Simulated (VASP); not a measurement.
Method: r2SCAN meta-GGA, VASP's PBE PAW potentials (set 64) (plane waves; VASP 6.6.1).

The input files of a VASP run:

**INCAR**
```
SYSTEM = Pb
PREC = Normal
ENCUT = 400
EDIFF = 1E-5
NELM = 100
ALGO = Normal
LREAL = .FALSE.
LASPH = .TRUE.
ISMEAR = 1
SIGMA = 0.1
METAGGA = R2SCAN
LMIXTAU = .TRUE.
LMAXMIX = 4
LWAVE = .FALSE.
LCHARG = .FALSE.
NELMIN = 4
IBRION = 2
ISIF = 2
NSW = 20
EDIFFG = -0.03
```

File KPOINTS:
```
Automatic
0
Gamma
14 14 14
```

POSCAR:
```
Pb
1
    0.0000000000     2.4948932385     2.4948932385
    2.4948932385     0.0000000000     2.4948932385
    2.4948932385     2.4948932385     0.0000000000
Pb
1
Direct
  0.0000000000   0.0000000000   0.0000000000
```

POTCAR, in this order: Pb_d (PBE.64 set). Program: vasp_std.

What VASP printed:

File OSZICAR:
```
       N       E                     dE             d eps       ncg     rms          rms(c)
DAV:   1     0.406533307175E+02    0.40653E+02   -0.65875E+03  2311   0.126E+03
DAV:   2    -0.553640050486E+02   -0.96017E+02   -0.94148E+02  2372   0.303E+02
DAV:   3    -0.596424613459E+02   -0.42785E+01   -0.42389E+01  2688   0.773E+01
DAV:   4    -0.597450071763E+02   -0.10255E+00   -0.10252E+00  2767   0.132E+01
DAV:   5    -0.597496869118E+02   -0.46797E-02   -0.46797E-02  2963   0.249E+00    0.102E+00
DAV:   6    -0.561447838529E+02    0.36049E+01   -0.15828E+00  2618   0.298E+01    0.727E-01
DAV:   7    -0.562679808009E+02   -0.12320E+00   -0.86322E-02  2597   0.555E+00    0.365E-01
DAV:   8    -0.562378713311E+02    0.30109E-01   -0.87527E-02  2303   0.286E+00    0.922E-02
DAV:   9    -0.562801830191E+02   -0.42312E-01   -0.29967E-02  2336   0.227E+00    0.118E-01
DAV:  10    -0.562803198400E+02   -0.13682E-03   -0.68319E-04  2688   0.246E-01    0.119E-01
DAV:  11    -0.562825485008E+02   -0.22287E-02   -0.24519E-03  2363   0.748E-01    0.394E-02
DAV:  12    -0.562828609000E+02   -0.31240E-03   -0.10065E-03  2747   0.667E-01    0.305E-02
DAV:  13    -0.562827221439E+02    0.13876E-03   -0.94358E-05  2384   0.102E-01    0.248E-02
DAV:  14    -0.562829861697E+02   -0.26403E-03   -0.17000E-04  2414   0.227E-01    0.771E-03
DAV:  15    -0.562830224862E+02   -0.36316E-04   -0.34731E-05  2351   0.614E-02    0.752E-03
DAV:  16    -0.562830229955E+02   -0.50927E-06   -0.55385E-07  1228   0.673E-03
   1 F= -.56283023E+02 E0= -.56283007E+02  d E =-.562830E+02
```

OUTCAR:
```
------------------------ aborting loop because EDIFF is reached ----------------------------------------
  FORCE on cell =-STRESS in cart. coord.  units (eV):
  Direction    XX          YY          ZZ          XY          YZ          ZX
  --------------------------------------------------------------------------------------
  Total        0.0408896      0.0408896      0.0408896     -0.0000000      0.0000000      0.0000000
  in kB        2.1092960      2.1092960      2.1092960     -0.0000000      0.0000000      0.0000000
  external PRESSURE =       2.1092960 kB  Pullay stress =       0.0000000 kB
  volume of cell :       31.06
      direct lattice vectors                 reciprocal lattice vectors
     0.000000000  2.494893238  2.494893238    -0.200409377  0.200409377  0.200409377
     2.494893238  0.000000000  2.494893238     0.200409377 -0.200409377  0.200409377
     2.494893238  2.494893238  0.000000000     0.200409377  0.200409377 -0.200409377
 POSITION                                       TOTAL-FORCE (eV/Angst)
 -----------------------------------------------------------------------------------
      0.00000      0.00000      0.00000         0.000000     -0.000000      0.000000
 -----------------------------------------------------------------------------------
    total drift:                                0.000000      0.000000      0.000000
  FREE ENERGIE OF THE ION-ELECTRON SYSTEM (eV)
  ---------------------------------------------------
  free  energy   TOTEN  =       -56.2830229955 eV

  energy  without entropy=      -56.2829756896  energy(sigma->0) =      -56.28300723

 reached required accuracy - stopping structural energy minimisation
```
(Selected blocks of OUTCAR.)

The compound is Pb in the fcc structure. It was relaxed first.
